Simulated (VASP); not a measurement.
A convergence study with VASP on BeS (zinc blende): one setting is varied, all else stays as given below, so the limit is that of these other settings.

```xyz
2
Lattice="0.0000 2.4350 2.4350 2.4350 0.0000 2.4350 2.4350 2.4350 0.0000" Properties=species:S:1:pos:R:3 pbc="T T T"
Be     0.0000     0.0000     0.0000
S      1.2175     1.2175     1.2175
```

Calculation: PBE GGA, VASP's PBE PAW potentials (set 64) (plane waves; VASP 6.6.1). The tightest run used: 550 eV cut-off, 14×14×14 Monkhorst-Pack mesh, Gaussian smearing of 0.050 eV, potentials Be S.

The settings run are 1×1×1 mesh; 2×2×2 mesh; 3×3×3 mesh; 4×4×4 mesh; 5×5×5 mesh; 6×6×6 mesh; 7×7×7 mesh; 8×8×8 mesh; 9×9×9 mesh; 10×10×10 mesh; 11×11×11 mesh; 12×12×12 mesh; 13×13×13 mesh; 14×14×14 mesh. From which on does the stress (every component) stay within 0.5 GPa of the tightest run?

From 4×4×4 mesh on: it is off by 0.00 there and by no more than 0.5 in any finer run, while 3×3×3 mesh is off by 2.14.
```csv
setting,E (eV/atom),pressure (GPa),irreducible k-points,difference judged (GPa)
1×1×1 mesh,2.2724,81.63,1,81.26
2×2×2 mesh,-4.9827,0.83,2,0.46
3×3×3 mesh,-4.8860,2.51,4,2.14
4×4×4 mesh,-5.0066,0.37,10,0.00
5×5×5 mesh,-5.0011,0.52,10,0.14
6×6×6 mesh,-5.0067,0.37,28,0.00
7×7×7 mesh,-5.0064,0.38,20,0.01
8×8×8 mesh,-5.0067,0.37,60,0.00
9×9×9 mesh,-5.0067,0.37,35,0.00
10×10×10 mesh,-5.0067,0.37,110,0.00
11×11×11 mesh,-5.0067,0.37,56,0.00
12×12×12 mesh,-5.0067,0.37,182,0.00
13×13×13 mesh,-5.0067,0.37,84,0.00
14×14×14 mesh,-5.0067,0.37,280,0.00
```

Left out are rungs that failed or repeat a setting and relaxations that didn't move; long series are thinned to 24 rows.

The compound is BeS in the zinc blende structure. The cell was not relaxed at this level.
